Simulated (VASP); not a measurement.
```
CELL_PARAMETERS angstrom
      2.95611     0.00000     0.00000
      0.00000     2.95611     0.00000
      0.00000     0.00000     2.95611
ATOMIC_POSITIONS crystal
  Al 0.50000 0.50000 0.50000
  Ru 0.00000 0.00000 0.00000
```

These are LDA (Ceperley-Alder, Perdew-Zunger), VASP's LDA PAW potentials (set 64) (plane waves; VASP) values and carry that method's errors. Numerical set-up: 520 eV cut-off, 14×14×14 Γ-centred mesh, tetrahedra with Blöchl corrections, potentials Al Ru_pv.

Task: The job: RuAl (CsCl type), 2 atoms, LDA, static run, 520 eV, 14×14×14 Γ-centred mesh. Roughly how much core time does it take on a busy server core?

Result: About 10 core-seconds (one run on a shared machine, a rough figure). It had 120 irreducible k-points, 12 bands, up to 739 plane waves and 13 electronic steps.

The compound is RuAl in the CsCl type structure. It was relaxed first. The electron count is odd and the run is not spin-polarised, which forces a metal.
